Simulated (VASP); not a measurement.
These are vdW-DF-cx, VASP's PBE PAW potentials (set 64) (plane waves; VASP 6.6.1) values and carry that method's errors.

The input files of a VASP run:

### POSCAR
```
Eu
1
   -2.1022121728     2.1022121728     2.1022121728
    2.1022121728    -2.1022121728     2.1022121728
    2.1022121728     2.1022121728    -2.1022121728
Eu
1
Direct
  0.0000000000   0.0000000000   0.0000000000
```

INCAR:
```
SYSTEM  =  Eu
PREC  =  Accurate; ENCUT  =  520; LREAL  =  .False.
LASPH  =  .True.
EDIFF  =  1E-7; NELM  =  100; ALGO  =  Normal
LMAXMIX  =  6
ISMEAR  =  1; SIGMA  =  0.1
GGA  =  CX; LUSE_VDW  =  .True.; AGGAC  =  0.0
ISIF  =  2
LWAVE  =  .False.; LCHARG  =  .False.
```

File KPOINTS:
```
Automatic
0
G
  12 12 12
```

POTCAR, in this order: Eu_2 (PBE.64 set). Program: vasp_std.

Output

### OUTCAR
```
 ion  position               nearest neighbor table
   1  0.000  0.000  0.000-
  LATTYP: Found a body centered cubic cell.
 ALAT       =     4.2044243456
 Subroutine PRICEL returns:
 Original cell was already a primitive cell.
 Subroutine GETGRP returns: Found 48 space group operations
The static configuration has the point symmetry O_h .
The dynamic configuration has the point symmetry O_h .
 Subroutine INISYM returns: Found 48 space group operations
 Subroutine IBZKPT returns following result:
 Found     72 irreducible k-points:

 Following reciprocal coordinates:
            Coordinates               Weight
  0.000000  0.000000  0.000000      1.000000
  0.083333  0.000000  0.000000     12.000000
  0.166667  0.000000  0.000000     12.000000
  0.250000  0.000000  0.000000     12.000000
  0.333333  0.000000  0.000000     12.000000
  0.416667  0.000000  0.000000     12.000000
  0.500000  0.000000  0.000000      6.000000
  0.083333  0.083333  0.000000     24.000000
  0.166667  0.083333 -0.000000     48.000000
  0.250000  0.083333  0.000000     48.000000
  0.333333  0.083333  0.000000     48.000000
  0.416667  0.083333  0.000000     48.000000
  0.166667  0.166667  0.000000     24.000000
  0.250000  0.166667  0.000000     48.000000
  0.333333  0.166667 -0.000000     48.000000
  0.416667  0.166667  0.000000     24.000000
  0.250000  0.250000  0.000000     24.000000
  0.333333  0.250000  0.000000     48.000000
  0.333333  0.333333  0.000000      8.000000
  0.083333  0.083333  0.083333      8.000000
  0.166667  0.083333  0.083333     24.000000
  0.250000  0.083333  0.083333     24.000000
  0.333333  0.083333  0.083333     24.000000
  0.416667  0.083333  0.083333     12.000000
 -0.083333  0.083333  0.083333      6.000000
...
```

OSZICAR:
```
       N       E                     dE             d eps       ncg     rms          rms(c)
DAV:   1     0.143231670210E+02    0.14323E+02   -0.38967E+03  1168   0.845E+02
DAV:   2     0.735611678390E+00   -0.13588E+02   -0.13378E+02  1608   0.117E+02
DAV:   3     0.517616188787E+00   -0.21800E+00   -0.19905E+00  1600   0.106E+01
DAV:   4     0.515897099425E+00   -0.17191E-02   -0.17190E-02  1824   0.127E+00
DAV:   5     0.515894219655E+00   -0.28798E-05   -0.28799E-05  1576   0.504E-02    0.784E+00
DAV:   6     0.496379397608E+00   -0.19515E-01   -0.18158E-03  1904   0.457E-01    0.467E+00
DAV:   7     0.484479256254E+00   -0.11900E-01   -0.47918E-03  1832   0.710E-01    0.694E-02
DAV:   8     0.484408117360E+00   -0.71139E-04   -0.16715E-04  1864   0.107E-01    0.142E-02
DAV:   9     0.484397092651E+00   -0.11025E-04   -0.13253E-05  1584   0.275E-02    0.762E-03
DAV:  10     0.484396396121E+00   -0.69653E-06   -0.30677E-06  1736   0.129E-02    0.190E-03
DAV:  11     0.484396333765E+00   -0.62356E-07   -0.79438E-08  1120   0.249E-03
   1 F= 0.48439633E+00 E0= 0.48450343E+00  d E =-.321297E-03
```

**OUTCAR**
```
------------------------ aborting loop because EDIFF is reached ----------------------------------------
  FORCE on cell =-STRESS in cart. coord.  units (eV):
  Direction    XX          YY          ZZ          XY          YZ          ZX
  --------------------------------------------------------------------------------------
  Total        0.2491768      0.2491768      0.2491768     -0.0000000     -0.0000000      0.0000000
  in kB       10.7430716     10.7430716     10.7430716     -0.0000000     -0.0000000      0.0000000
  external PRESSURE =      10.7430716 kB  Pullay stress =       0.0000000 kB
  volume of cell :       37.16
      direct lattice vectors                 reciprocal lattice vectors
    -2.102212173  2.102212173  2.102212173     0.000000000  0.237844689  0.237844689
     2.102212173 -2.102212173  2.102212173     0.237844689  0.000000000  0.237844689
     2.102212173  2.102212173 -2.102212173     0.237844689  0.237844689  0.000000000
 POSITION                                       TOTAL-FORCE (eV/Angst)
 -----------------------------------------------------------------------------------
      0.00000      0.00000      0.00000        -0.000000     -0.000000      0.000000
 -----------------------------------------------------------------------------------
    total drift:                                0.000000      0.000000      0.000000
  FREE ENERGIE OF THE ION-ELECTRON SYSTEM (eV)
  ---------------------------------------------------
  free  energy   TOTEN  =         0.4843963338 eV

  energy  without entropy=        0.4847176312  energy(sigma->0) =        0.48450343
```
(Selected blocks of OUTCAR.)

The 4f electrons are frozen in the core of the lanthanide potential, so 4f levels, which can set the real gap, and their magnetism are missing.

The compound is Eu in the bcc structure. This cell is one point of a volume scan, at 0.94 of the reference volume.
